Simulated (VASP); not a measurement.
# Relaxed cell of CrO2: a test of cutoff and mesh, part 2 of 2

How far does the relaxed cell of CrO2 depend on cutoff and k mesh? The starting structure is a measured crystal structure from the Crystallography Open Database. The first relaxation on each setting starts from this cell expanded by 3 % in volume.

VASP 6.6.1.

Results so far: reference 9.29 Å³ an atom; a cutoff of 400 eV 9.03 Å³ an atom.

## 4. Relaxation with a 4×4×5 mesh

Level of this step: PBEsol, spin-polarised from an antiferromagnetic start; plane waves and PAW (Cr_pv, O) (VASP).

Against step 2 the input has a 4×4×5 mesh. This run starts from the cell of an earlier relaxation, which isn't shown; the restart sets up the plane waves anew.

INCAR reads:

```
SYSTEM = CrO2
PREC = Accurate
ENCUT = 520
EDIFF = 1E-06
NELM = 100
ISMEAR = 0
SIGMA = 0.05
LREAL = .FALSE.
ALGO = Normal
GGA = PS
NBANDS = 33
ISPIN = 2
MAGMOM = 3 -3 0 0 0 0
LASPH = .TRUE.
LMAXMIX = 4
LORBIT = 11
LWAVE = .FALSE.
LCHARG = .FALSE.
KPAR = 8
IBRION = 2
NSW = 50
ISIF = 3
EDIFFG = -0.006
```

POSCAR reads:

```
CrO2
1.0
    4.4085012534      0.0000000000      0.0000000000
    0.0000000000      4.4085012534      0.0000000000
    0.0000000000      0.0000000000      2.8672239011
Cr O
2 4
Direct
    0.5000000000      0.5000000000      0.5000000000
    0.0000000000      0.0000000000      0.0000000000
    0.8042752820      0.1957247180      0.5000000000
    0.6957247180      0.6957247180      0.0000000000
    0.1957247180      0.8042752820      0.5000000000
    0.3042752820      0.3042752820      0.0000000000
```

KPOINTS reads:

```
Automatic mesh
0
Gamma
4 4 5
0 0 0
```

Potentials, in the order of the species: Cr_pv and O (PBE family, release 64).

Started as:

```console
> mpirun -np 8 vasp_std
```

The program printed:

```text
[... set-up lines as in an earlier step ...]
 entering main loop
       N       E                     dE             d eps       ncg     rms          rms(c)
DAV:   1     0.591840758594E+03    0.59184E+03   -0.26263E+04  2376   0.164E+03
DAV:   2    -0.142263235066E+02   -0.60607E+03   -0.55647E+03  2598   0.489E+02
DAV:   3    -0.663658633439E+02   -0.52140E+02   -0.50935E+02  2521   0.155E+02
DAV:   4    -0.674693499927E+02   -0.11035E+01   -0.10972E+01  2792   0.223E+01
[...]
DAV:  15    -0.527416132387E+02    0.43529E-04   -0.20803E-04  2478   0.183E-01    0.432E-02
DAV:  16    -0.527416087504E+02    0.44884E-05   -0.16790E-05  2755   0.450E-02    0.144E-02
DAV:  17    -0.527416094226E+02   -0.67223E-06   -0.26298E-06  2587   0.151E-02
   1 F= -.52741609E+02 E0= -.52737725E+02  d E =-.527416E+02  mag=     0.0000
[...]
2 F= -.52741488E+02 E0= -.52737566E+02  d E =0.121692E-03  mag=    -0.0000
[...]
3 F= -.52741608E+02 E0= -.52737717E+02  d E =0.166046E-05  mag=    -0.0000
[...]
4 F= -.52741609E+02 E0= -.52737720E+02  d E =0.397880E-06  mag=     0.0000
[...]
reached required accuracy - stopping structural energy minimisation
```

The job ended after 46 s (8 MPI ranks of AMD EPYC 7R43, shared host; peak memory 1.9 GiB).

OUTCAR, selected parts (step 4):

```text
  Total       -0.0047564     -0.0047564      0.0252776      0.0000000      0.0000000      0.0000000
  in kB       -0.1367960     -0.1367960      0.7269899      0.0000000      0.0000000      0.0000000
  external PRESSURE =       0.1511326 kB  Pullay stress =       0.0000000 kB

 POSITION                                       TOTAL-FORCE (eV/Angst)
 -----------------------------------------------------------------------------------
      2.20401      2.20401      1.43351        -0.000000      0.000000      0.000000
      0.00000      0.00000      0.00000        -0.000000      0.000000      0.000000
      3.54527      0.86276      1.43351        -0.000761      0.000761     -0.000000
      3.06677      3.06677      0.00000         0.000761      0.000761     -0.000000
      0.86276      3.54527      1.43351         0.000761     -0.000761      0.000000
      1.34125      1.34125      0.00000        -0.000761     -0.000761      0.000000
 -----------------------------------------------------------------------------------
    total drift:                               -0.000000      0.000000     -0.000000

  FREE ENERGIE OF THE ION-ELECTRON SYSTEM (eV)
  ---------------------------------------------------
  free  energy   TOTEN  =       -52.7416090247 eV

  energy  without entropy=      -52.7338303335  energy(sigma->0) =      -52.73771968

 magnetization (x)
# of ion       s       p       d       tot
------------------------------------------
    1        0.011   0.015   1.718   1.744
    2       -0.011  -0.015  -1.718  -1.744
    3        0.001   0.024   0.000   0.024
    4       -0.001  -0.024   0.000  -0.024
    5        0.001   0.024   0.000   0.024
    6       -0.001  -0.024   0.000  -0.024
--------------------------------------------------
tot          0.000   0.000   0.000   0.000

[... 1 part as in an earlier step ...]

[... 3 further parts left out ...]
[key lines of the parts left out:]
E-fermi :   5.7665
```

With a 4×4×5 mesh the cell ends at 9.285 Å³ an atom, -0.04 % from the reference, a by -0.2 % and c by +0.3 %.

## 5. Relaxation with a cutoff of 680 eV

Against step 2 the input has ENCUT = 680. This run starts from the cell of an earlier relaxation, which isn't shown; the restart sets up the plane waves anew.

Changes to INCAR since step 4:

```diff
@@ -2,3 +2,3 @@
 PREC = Accurate
-ENCUT = 520
+ENCUT = 680
 EDIFF = 1E-06
```

POSCAR reads:

```
CrO2
1.0
    4.4139234860      0.0000000000      0.0000000000
    0.0000000000      4.4139234860      0.0000000000
    0.0000000000      0.0000000000      2.8572250249
Cr O
2 4
Direct
    0.5000000000      0.5000000000      0.5000000000
    0.0000000000      0.0000000000      0.0000000000
    0.8044836117      0.1955163883      0.5000000000
    0.6955163883      0.6955163883      0.0000000000
    0.1955163883      0.8044836117      0.5000000000
    0.3044836117      0.3044836117      0.0000000000
```

KPOINTS reads:

```
Automatic mesh
0
Gamma
6 6 10
0 0 0
```

Started as:

```console
> mpirun -np 8 vasp_std
```

The program printed:

```text
[... set-up lines as in an earlier step ...]
 entering main loop
       N       E                     dE             d eps       ncg     rms          rms(c)
DAV:   1     0.670563919350E+03    0.67056E+03   -0.30474E+04  7920   0.200E+03
DAV:   2    -0.438957260349E+01   -0.67495E+03   -0.61649E+03  8591   0.545E+02
DAV:   3    -0.659915668883E+02   -0.61602E+02   -0.59806E+02  8494   0.173E+02
DAV:   4    -0.674421723963E+02   -0.14506E+01   -0.14389E+01  9162   0.260E+01
[...]
DAV:  15    -0.527698110054E+02    0.11906E-04   -0.53662E-05  8652   0.921E-02    0.329E-02
DAV:  16    -0.527698045189E+02    0.64864E-05   -0.17486E-05  9620   0.318E-02    0.140E-02
DAV:  17    -0.527698042769E+02    0.24208E-06   -0.12026E-06  4908   0.803E-03
   1 F= -.52769804E+02 E0= -.52767341E+02  d E =-.527698E+02  mag=     0.0000
[...]
N       E                     dE             d eps       ncg     rms          rms(c)
DAV:   1    -0.527707534331E+02   -0.94891E-03   -0.23513E-02  7978   0.154E+00    0.331E-01
[...]
DAV:   5    -0.527697202177E+02    0.35239E-05   -0.19801E-05  8223   0.359E-02    0.120E-02
DAV:   6    -0.527697192851E+02    0.93258E-06   -0.27218E-06  6762   0.127E-02
   2 F= -.52769719E+02 E0= -.52767256E+02  d E =0.849918E-04  mag=    -0.0000
 trial-energy change:    0.000085  1 .order    0.000041   -0.000101    0.000183
 step:   0.2048(harm=  0.3556)  dis= 0.00001  next Energy=   -52.769814 (dE=-0.999E-05)
[...]
N       E                     dE             d eps       ncg     rms          rms(c)
DAV:   1    -0.527704519560E+02   -0.73174E-03   -0.15016E-02  7968   0.124E+00    0.262E-01
DAV:   2    -0.527701136262E+02    0.33833E-03   -0.19488E-03  7920   0.620E-01    0.189E-01
DAV:   3    -0.527698497781E+02    0.26385E-03   -0.60591E-04  9549   0.348E-01    0.848E-02
DAV:   4    -0.527698084325E+02    0.41346E-04   -0.26765E-04  7970   0.148E-01    0.194E-02
DAV:   5    -0.527698056265E+02    0.28060E-05   -0.12517E-05  8101   0.281E-02    0.948E-03
DAV:   6    -0.527698044596E+02    0.11669E-05   -0.14345E-06  4318   0.984E-03    0.375E-03
DAV:   7    -0.527698043593E+02    0.10031E-06   -0.28253E-07  3961   0.432E-03
   3 F= -.52769804E+02 E0= -.52767341E+02  d E =-.824275E-07  mag=     0.0000
[...]
reached required accuracy - stopping structural energy minimisation
```

The job ended after 96 s (8 MPI ranks; peak memory 3.2 GiB).

OUTCAR, selected parts (step 5):

```text
  Total        0.0196124      0.0196124      0.0057058      0.0000000      0.0000000      0.0000000
  in kB        0.5646575      0.5646575      0.1642742      0.0000000      0.0000000      0.0000000
  external PRESSURE =       0.4311964 kB  Pullay stress =       0.0000000 kB

 POSITION                                       TOTAL-FORCE (eV/Angst)
 -----------------------------------------------------------------------------------
      2.20675      2.20675      1.42843         0.000000      0.000000      0.000000
      0.00000      4.41351      0.00000         0.000000      0.000000      0.000000
      3.55058      0.86292      1.42843        -0.001809      0.001809      0.000000
      3.06968      3.06968      0.00000         0.001809      0.001809      0.000000
      0.86292      3.55058      1.42843         0.001809     -0.001809     -0.000000
      1.34383      1.34383      0.00000        -0.001809     -0.001809     -0.000000
 -----------------------------------------------------------------------------------
    total drift:                                0.000000     -0.000000      0.000000

  FREE ENERGIE OF THE ION-ELECTRON SYSTEM (eV)
  ---------------------------------------------------
  free  energy   TOTEN  =       -52.7698043593 eV

  energy  without entropy=      -52.7648774585  energy(sigma->0) =      -52.76734091

 magnetization (x)
# of ion       s       p       d       tot
------------------------------------------
    1        0.011   0.015   1.715   1.741
    2       -0.011  -0.015  -1.715  -1.741
    3        0.001   0.029   0.000   0.029
    4       -0.001  -0.029   0.000  -0.029
    5        0.001   0.029   0.000   0.029
    6       -0.001  -0.029   0.000  -0.029
--------------------------------------------------
tot          0.000   0.000   0.000   0.000

[... 2 parts as in an earlier step ...]

[... 2 further parts left out ...]
[key lines of the parts left out:]
E-fermi :   5.8072
```

With a cutoff of 680 eV the cell ends at 9.275 Å³ an atom, -0.15 % from the reference.

## 6. Relaxation with a 10×10×14 mesh

Against step 2 the input has a 10×10×14 mesh. This run starts from the cell of an earlier relaxation, which isn't shown; the restart sets up the plane waves anew.

Changes to INCAR since step 5:

```diff
@@ -2,3 +2,3 @@
 PREC = Accurate
-ENCUT = 680
+ENCUT = 520
 EDIFF = 1E-06
```

POSCAR reads:

```
CrO2
1.0
    4.4161497631      0.0000000000      0.0000000000
    0.0000000000      4.4161497631      0.0000000000
    0.0000000000      0.0000000000      2.8581638234
Cr O
2 4
Direct
    0.5000000000      0.5000000000      0.5000000000
    0.0000000000      0.0000000000      0.0000000000
    0.8045369880      0.1954630120      0.5000000000
    0.6954630120      0.6954630120      0.0000000000
    0.1954630120      0.8045369880      0.5000000000
    0.3045369880      0.3045369880      0.0000000000
```

KPOINTS reads:

```
Automatic mesh
0
Gamma
10 10 14
0 0 0
```

Started as:

```console
> mpirun -np 8 vasp_std
```

The program printed:

```text
[... set-up lines as in an earlier step ...]
 entering main loop
       N       E                     dE             d eps       ncg     rms          rms(c)
DAV:   1     0.594558775473E+03    0.59456E+03   -0.26199E+04 22216   0.164E+03
DAV:   2    -0.137767205922E+02   -0.60834E+03   -0.55719E+03 24374   0.490E+02
DAV:   3    -0.663168083518E+02   -0.52540E+02   -0.51279E+02 23332   0.156E+02
DAV:   4    -0.674463693772E+02   -0.11296E+01   -0.11231E+01 26153   0.226E+01
[...]
DAV:  15    -0.527494951479E+02    0.11532E-04   -0.58068E-05 24811   0.931E-02    0.359E-02
DAV:  16    -0.527494872261E+02    0.79218E-05   -0.21114E-05 27554   0.373E-02    0.135E-02
DAV:  17    -0.527494870763E+02    0.14974E-06   -0.15903E-06 15715   0.895E-03
   1 F= -.52749487E+02 E0= -.52746934E+02  d E =-.527495E+02  mag=    -0.0000
[...]
2 F= -.52749426E+02 E0= -.52746874E+02  d E =0.609175E-04  mag=    -0.0000
[...]
3 F= -.52749479E+02 E0= -.52746926E+02  d E =0.811057E-05  mag=    -0.0000
[...]
4 F= -.52749483E+02 E0= -.52746930E+02  d E =0.432059E-05  mag=     0.0000
[...]
reached required accuracy - stopping structural energy minimisation
```

The job ended after 2.9 min (8 MPI ranks; peak memory 4.2 GiB).

OUTCAR, selected parts (step 6):

```text
  Total        0.0127652      0.0127652      0.0272807      0.0000000      0.0000000      0.0000000
  in kB        0.3669991      0.3669991      0.7843207      0.0000000      0.0000000      0.0000000
  external PRESSURE =       0.5061063 kB  Pullay stress =       0.0000000 kB

 POSITION                                       TOTAL-FORCE (eV/Angst)
 -----------------------------------------------------------------------------------
      2.20788      2.20788      1.42900         0.000000      0.000000     -0.000000
     -0.00000      0.00000      0.00000         0.000000      0.000000     -0.000000
      3.55264      0.86312      1.42900        -0.001006      0.001006     -0.000000
      3.07101      3.07101      0.00000         0.001006      0.001006      0.000000
      0.86312      3.55264      1.42900         0.001006     -0.001006     -0.000000
      1.34476      1.34476      0.00000        -0.001006     -0.001006     -0.000000
 -----------------------------------------------------------------------------------
    total drift:                               -0.000000     -0.000000     -0.000000

  FREE ENERGIE OF THE ION-ELECTRON SYSTEM (eV)
  ---------------------------------------------------
  free  energy   TOTEN  =       -52.7494827558 eV

  energy  without entropy=      -52.7443772174  energy(sigma->0) =      -52.74692999

 magnetization (x)
# of ion       s       p       d       tot
------------------------------------------
    1        0.011   0.015   1.716   1.742
    2       -0.011  -0.015  -1.716  -1.742
    3        0.001   0.029   0.000   0.029
    4       -0.001  -0.029   0.000  -0.029
    5        0.001   0.029   0.000   0.029
    6       -0.001  -0.029   0.000  -0.029
--------------------------------------------------
tot          0.000   0.000  -0.000  -0.000

[... 1 part as in an earlier step ...]

[... 3 further parts left out ...]
[key lines of the parts left out:]
E-fermi :   5.7898
```

With a 10×10×14 mesh the cell ends at 9.288 Å³ an atom, -0.01 % from the reference.

## 7. All runs side by side

```tsv
run	volume (Å³/atom)	change (%)	pressure left (GPa)	core minutes
reference	9.289	-	0.06	49.5
a cutoff of 400 eV	9.029	-2.8	0.07	29.1
a 4×4×5 mesh	9.285	-0.04	0.02	22.3
a cutoff of 680 eV	9.275	-0.15	0.04	62.9
a 10×10×14 mesh	9.288	-0.01	0.05	102.0
```

Core minutes are wall time times ranks, summed over the relaxations behind a row (those for a bulk modulus apart), on shared hosts.

## 8. Summary of results

| Item | Value |
| --- | --- |
| volume of the reference | 9.289 Å³/atom |
| volume against the reference, a cutoff of 400 eV | -2.80 % |
| volume against the reference, a 4×4×5 mesh | -0.04 % |
| volume against the reference, a cutoff of 680 eV | -0.15 % |
| volume against the reference, a 10×10×14 mesh | -0.01 % |

In words: The volume moves most with a cutoff of 400 eV: -2.80 % against the reference (520 eV, 6×6×10 mesh). On finer settings it changes by -0.15 % with a cutoff of 680 eV and -0.01 % with a 10×10×14 mesh. The relaxations stop with up to 0.07 GPa left, which at a bulk modulus of 50 GPa, to name a scale, is 0.13 % of the volume, and more along a soft axis. That understates it: a restart alone still moved the volume by up to 0.9 %. A cell that shrinks at the lower cutoff is the usual mark of Pulay stress, the error that a plane-wave basis makes when it is kept while the volume changes. Another magnetic start on this crystal ends lower by 53 meV an atom at this level, with moments of up to 2.1 μB and 4.0 μB a cell; so the state that PBEsol gives here is not the lowest. Further runs on this material are not shown.

[Lines on the potential files, build, host, timing and source positions are cut from VASP's logs without a mark.]

[Logs are printed without paths, hosts, clocks, repeated set-up lines and the standing remarks that a program may print on its own settings, such as how far it seeks lower states.]

[Hosts, paths, dates, database ids (printed as entryN), source tags and the programs' standing remarks are cut or masked in the printed files.]
